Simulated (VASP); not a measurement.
Here is the system:

```xyz
2
Lattice="1.8030 -3.1229 0.0000 1.8030 3.1229 0.0000 0.0000 0.0000 5.6057" Properties=species:S:1:pos:R:3 pbc="T T T"
Tb     1.8030     1.0410     1.4014
Tb     1.8030    -1.0410     4.2043
```

Method: TPSS meta-GGA, VASP's PBE PAW potentials (set 64) (plane waves; VASP 6.6.1). Settings: 520 eV cut-off, 13×13×8 Γ-centred mesh, tetrahedra with Blöchl corrections, potentials Tb_3.

The 4f electrons are frozen in the core of the lanthanide potential, so 4f levels, which can set the real gap, and their magnetism are missing.

Task: Estimate the energy per atom (σ→0), band gap (over mesh and band path) with the smallest direct gap where there is one.

Result: 
```yaml
band gap (over mesh and band path): none (metal, semimetal or under 0.01 eV)
energy per atom (σ→0): -8.661 eV/atom
```

Total energies compare only between runs with the same potentials, cut-off and functional.

The compound is Tb in the hcp structure. It was relaxed first.
